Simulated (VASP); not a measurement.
The system is Mg2CdO3.

```xyz
12
Lattice="3.1323 0.0000 0.0000 0.0000 3.1323 0.0000 0.0000 0.0000 13.2206" Properties=species:S:1:pos:R:3 pbc="T T T"
Cd    0.0000    0.0000   13.2063
Cd    1.5662    1.5662    2.4069
Mg    0.0000    3.1323    4.7159
Mg    1.5662    1.5662    6.7880
Mg    0.0000    0.0000    8.8253
Mg    1.5662    1.5662   10.8974
O     1.5662    1.5662   13.0775
O     0.0000    0.0000    2.5358
O     1.5662    1.5662    4.7471
O     0.0000    3.1323    6.7778
O     1.5662    1.5662    8.8354
O     0.0000    0.0000   10.8662
```

The cell comes from a database or a generator and needn't be the stable form of this composition.

Base run:

| Item | Value |
| --- | --- |
| Program | VASP 6.6.1 |
| Functional | TB-mBJ |
| Potentials or basis | VASP PAW PBE potentials, release 64 (Cd, Mg, O) |
| Cutoff | 520 eV |
| k mesh | 8 × 8 × 2 |
| Occupations | fermi-dirac, width 0.05 eV |
| Spin | no spin polarisation |

Its results: band gap on the k mesh 2.44 eV, indirect (least direct gap 3.23 eV).

The run is repeated on the same cell with these changes: functional from TB-mBJ to HSE06; k mesh from 8 × 8 × 2 to 4 × 4 × 1. What comes out?

Band gap on the k mesh 2.30 eV, indirect (least direct gap 3.07 eV).

Several settings changed at once, so the effect can't be laid on one alone.

Caveats: some runs use coarse meshes; an odd mesh through Γ misses points on the zone boundary, where band edges often lie (some runs).
